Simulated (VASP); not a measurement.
# InGaP2: GW quasiparticle gap, part 4 of 4

Wanted: how far GW moves the Kohn-Sham levels of InGaP2. The cell has space group R3m, a computed entry that need not be the common form of this compound. The start is a computed cell from the Materials Project.

VASP 6.6.1, plane waves and PAW; the level of theory is named at each step.

So far, quasiparticle gap on the mesh (eV): step 5 (G0W0, PAW datasets [In_d_GW, Ga_d_GW, P_GW], pseudo set GW …) 1.13. Also gap on the k-mesh (eV): step 4 (empty bands, PAW datasets [In_d_GW, Ga_d_GW, P_GW], pseudo set GW light) 0.378; step 6 (another starting point) 0.373.

**8. G0W0, pseudo set GW sv**

This step: G0W0 on LDA with semicore data sets; plane waves and PAW (In_sv_GW, Ga_sv_GW, P_GW) (VASP 6.6.1).

G0W0 keeps orbitals and screening fixed and shifts each of the lowest NBANDSGW levels once.

The input, INCAR:

```
SYSTEM = InGaP2
PREC = Accurate
ENCUT = 430
ISMEAR = 0
SIGMA = 0.01
LREAL = .FALSE.
GGA = CA
NBANDS = 520
ALGO = EVGW0
NELMGW = 1
ENCUTGW = 180
NOMEGA = 48
PRECFOCK = Fast
NBANDSGW = 40
LWAVE = .FALSE.
LCHARG = .FALSE.
```

The input, POSCAR:

```
InGaP2
1.0
    2.0273717651      1.1705036343      6.6343427726
   -2.0273717651      1.1705036343      6.6343427726
    0.0000000000     -2.3410072687      6.6343427726
In Ga P
1 1 2
Direct
    0.5002564135      0.5002564135      0.5002564135
    0.0003747545      0.0003747545      0.0003747545
    0.1196629077      0.1196629077      0.1196629077
    0.6297049243      0.6297049243      0.6297049243
```

The input, KPOINTS:

```
Automatic mesh
0
Gamma
4 4 4
0 0 0
```

Potentials, in the order of the species: In_sv_GW, Ga_sv_GW and P_GW (LDA family, release 64).

Command:

```
mpirun -np 8 vasp_std
```

The program printed:

```text
[banner, memory and clock lines left out]
running    8 mpi-ranks, on    1 nodes
[...]
[... a notice as in an earlier step ...]

 [... a notice as in an earlier step ...]

 LDA part: xc-table for (Slater(with rela. corr.)+CA(PZ))
 , standard interpolation
 found WAVECAR, reading the header
 POSCAR, INCAR and KPOINTS ok, starting setup
[...]
reading WAVECAR
 the WAVECAR file was read successfully
 initial charge from wavefunction
 available memory per node:     81.06 GB, setting MAXMEM to     83004

 The Fermi energy was updated, please check that it is located mid-gap
 values below the HOMO (VB) or above the LUMO (CB) will cause erroneous energies
 E-fermi :   4.0836

 calculate exact exchange contribution
 the WAVEDER file was read successfully
 [... a notice as in an earlier step ...]

energies w=
    0.000    0.000    2.056    0.000    4.103    0.000    6.135    0.000
    8.146    0.000   10.128    0.000   12.080    0.000   13.998    0.000
[...]
total number of BLAS operations      55798.34 Gflops
NQ=   9    0.5000    0.2500    0.2500,
|.........|.........|.........|.........|.........|.........|.........|.........
 performed      29437000 updates of chi_q(r,r)
 total number of BLAS operations      63405.56 Gflops
NQ=  10   -0.2500    0.2500    0.2500,
|.........|.........|.........|.........|.........|.........|.........|.........
 performed      33036000 updates of chi_q(r,r)
 total number of BLAS operations      70983.21 Gflops
NQ=  11    0.5000    0.5000    0.2500,
|.........|.........|.........|.........|.........|.........|.........|.........
 performed      36635000 updates of chi_q(r,r)
 total number of BLAS operations      78739.15 Gflops
NQ=  12   -0.2500    0.5000    0.2500,
|.........|.........|.........|.........|.........|.........|.........|.........
 performed      40691000 updates of chi_q(r,r)
 total number of BLAS operations      87114.53 Gflops
NQ=  13    0.5000    0.5000    0.5000,
|.........|.........|.........|.........|.........|.........|.........|.........
 performed      42875000 updates of chi_q(r,r)
 total number of BLAS operations      92136.08 Gflops
 resolving degeneracies of screened two electron integrals

 calculate QP shifts <psi_nk| G(iteration)W_0 |psi_nk>: iteration 1
 entering main loop
```

Wall time 67 min (8 MPI ranks of AMD EPYC 7R43, shared host); peak memory 5.5 GiB; 8.9 h of CPU time.

Parts of OUTCAR (step 8):

```text
 QP shifts <psi_nk| G(iteration)W_0 |psi_nk>: iteration 1
 for sc-GW calculations column KS-energies equals QP-energies in previous step
 and V_xc(KS)=  KS-energies - (<T + V_ion + V_H > + <T+V_H+V_ion>^1  + <V_x>^1)
 k-point   1 :       0.0000    0.0000    0.0000
  band No.  KS-energies  QP-energies   sigma(KS)   V_xc(KS)     V^pw_x(r,r')   Z            occupation Imag(sigma)
    ...
     23       2.7352       1.9688     -13.3364     -12.3782     -14.3815       0.7998       2.0000       0.5174
     24       3.7005       3.1785     -13.4703     -12.8188     -13.8059       0.8012       2.0000       0.3224
     25       3.8972       3.2309     -13.8398     -13.0073     -14.5808       0.8003       2.0000       0.4162
     26       3.8972       3.2309     -13.8398     -13.0073     -14.5808       0.8003       2.0000       0.4162
     27       4.2699       4.8941     -11.7362     -12.5060      -8.5322       0.8108       0.0000      -0.4301
     28       5.3062       5.9962     -10.9954     -11.8395      -7.4057       0.8175       0.0000      -0.5293
     29       7.5925       8.4061     -10.1437     -11.1358      -6.2913       0.8201       0.0000      -0.6666
     30       7.5925       8.4061     -10.1437     -11.1358      -6.2913       0.8201       0.0000      -0.6666
    ...

[... 2 parts as in an earlier step ...]

[... 1 further part left out ...]
[key lines of the parts left out:]
E-fermi :   4.0836
```

This step gave:

- quasiparticle gap on the mesh: 1.663 eV
- smallest direct quasiparticle gap on the mesh: 1.663 eV
- gap of the starting orbitals on the mesh: 0.3727 eV

GW takes the gap from 0.373 to 1.663 eV. That is +536 meV against G0W0 on LDA with the lighter data sets. Spin-orbit coupling is left out. The value holds for 520 bands, ENCUTGW = 180 eV and this mesh, and isn't shown to be converged in them. VASP warns that the automatic setting of its frequency mesh failed and advises more k points, so the value is in doubt.

**9. Summary**

This step: GW series: G0W0 on LDA, G0W0 on LDA, semicore data sets; plane waves and PAW (VASP 6.6.1).

This step runs nothing: it gathers the runs above.

Cost is wall time times ranks on a shared host, with the step that makes the empty bands. GW runs:

| level | bands | ENCUTGW (eV) | NOMEGA | k mesh | starting gap (eV) | quasiparticle gap (eV) | direct gap (eV) | cost (core minutes) |
| --- | --- | --- | --- | --- | --- | --- | --- | --- |
| G0W0 on LDA | 520 | 180 | 48 | 4x4x4 | 0.378 | 1.127 | 1.127 | 381.7 |
| G0W0 on LDA, semicore data sets | 520 | 180 | 48 | 4x4x4 | 0.3727 | 1.663 | 1.663 | 544.2 |

**10. What came out**

| Property | Result |
| --- | --- |
| G0W0 on LDA (In_d_GW, Ga_d_GW and P_GW), 520 bands, ENCUTGW 180 eV, NOMEGA 48, mesh 4×4×4 | 0.378 → 1.127 eV |
| G0W0 on LDA (In_sv_GW, Ga_sv_GW and P_GW), 520 bands, ENCUTGW 180 eV, NOMEGA 48, mesh 4×4×4 | 0.373 → 1.663 eV |

In words: G0W0 gives a quasiparticle gap of 1.127 eV on the mesh, 0.75 eV over the LDA gap on the same mesh. On mesh and path the starting valence top lies at Γ and the conduction bottom at Γ, so the starting gap is direct. Both points lie on the GW mesh. One-shot gaps: 1.127 eV from LDA and 1.663 eV from LDA with semicore data sets. The starting gaps span 0.01 eV and the one-shot gaps 0.54 eV. Bands, response cutoff and mesh weren't tested for convergence. The orbitals give an independent-particle dielectric component as large as 72 on this mesh, where the few k points at the small direct gap weigh too much; the screening isn't converged. The exchange of the semicore shells in In_sv_GW and Ga_sv_GW enters in full, while their correlation needs a response cutoff well above 180 eV, so that run isn't converged and its gap can overshoot. Spin-orbit coupling is left out; with In and Ga in the cell it can split or shift band edges, by an amount that depends on which atoms form them and isn't tested here. The given cell is kept, although it stands at -4.4 GPa at LDA and ENCUT = 430 eV, which holds the mismatch of the given cell with this functional, any error of the entry itself and any basis-set error; the relaxation of the atoms, at LDA and ENCUT = 400 eV, gave -4.3 GPa. VASP warned that the automatic setting of its frequency mesh failed, and advised more k points, in all GW runs. Those values are in doubt. Not tabulated here, as repeats of values shown or as unfit to read for their mesh, reference level or band range: gaps (empty bands, relaxation); eps2 curves (empty bands); eps1 curves and static values (empty bands).

[Lines on the potential files, build, host, timing and source positions are cut from VASP's logs without a mark.]

[Logs are printed without paths, hosts, clocks, repeated set-up lines and the standing remarks that a program may print on its own settings, such as how far it seeks lower states.]

[Hosts, paths, dates, database ids (printed as entryN), source tags and the programs' standing remarks are cut or masked in the printed files.]

[Pressures printed for these runs are not shown converged in the cutoff: they can be off by several GPa and have the wrong sign.]

[In band tables of VASP the shares of atoms and orbitals are scaled to a sum of 1 inside the atoms' spheres.]
